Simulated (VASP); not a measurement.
Data:

```
TaC
1.0
    0.00000     2.24878     2.24878
    2.24878     0.00000     2.24878
    2.24878     2.24878     0.00000
Ta C
1 1
Cartesian
  0.00000   0.00000   0.00000
  2.24878   2.24878   2.24878
```

These are RPBE GGA, VASP's PBE PAW potentials (set 64) (plane waves; VASP 6.6.1) values and carry that method's errors. Settings: 520 eV cut-off, Gaussian smearing of 0.050 eV, potentials Ta_pv C.

Give the energies of bands 5 to 10 at the high-symmetry points, in eV from the Fermi level.

```
band      Γ      X      U      L      W
----  -----  -----  -----  -----  -----
5     -1.31  -4.67  -5.83  -8.59  -5.22
6     -1.31  -4.41  -4.90  -5.37  -4.96
7     -1.31  -1.81  -3.80  -5.37  -4.96
8     -0.50  -1.81  -0.63   2.59   1.54
9     -0.50   2.46   3.01   2.59   1.54
10    -0.50   3.90   3.82   3.54   3.91
```

It has no gap at this level: it comes out as a metal or semimetal.

The compound is TaC in the rock salt structure. It was relaxed first. The electron count is odd and the run is not spin-polarised, which forces a metal.
